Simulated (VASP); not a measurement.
Consider the following.

```yaml
crystal:
  lattice:
    - [0.00000, 2.89967, 2.89967]
    - [2.89967, 0.00000, 2.89967]
    - [2.89967, 2.89967, 0.00000]
  atoms:
    - { symbol: Eu, position: [0.00000, 0.00000, 0.00000] }
    - { symbol: S, position: [0.50000, 0.50000, 0.50000] }
```

The numbers are results of PBE GGA with D3 dispersion (Becke-Johnson damping), VASP's PBE PAW potentials (set 64) (plane waves; VASP 6.6.1), not measurements. Numerical set-up: 520 eV cut-off, 8×8×8 Γ-centred mesh, Gaussian smearing of 0.050 eV, potentials Eu_2 S.

The 4f electrons are frozen in the core of the lanthanide potential, so 4f levels, which can set the real gap, and their magnetism are missing.

Task: Predict the energy per atom (σ→0), band gap (on the k-mesh) with the smallest direct gap where there is one.

Result: 
```json
{
  "band gap (on the k-mesh)": "1.90 eV",
  "smallest direct gap (on the k-mesh)": "2.32 eV",
  "energy per atom (σ→0)": "-5.670 eV/atom"
}
```

The absolute energy has meaning only against runs of the same code, potentials and settings.

The compound is EuS in the rock salt structure. It was relaxed first, which changed the volume by -8 %.
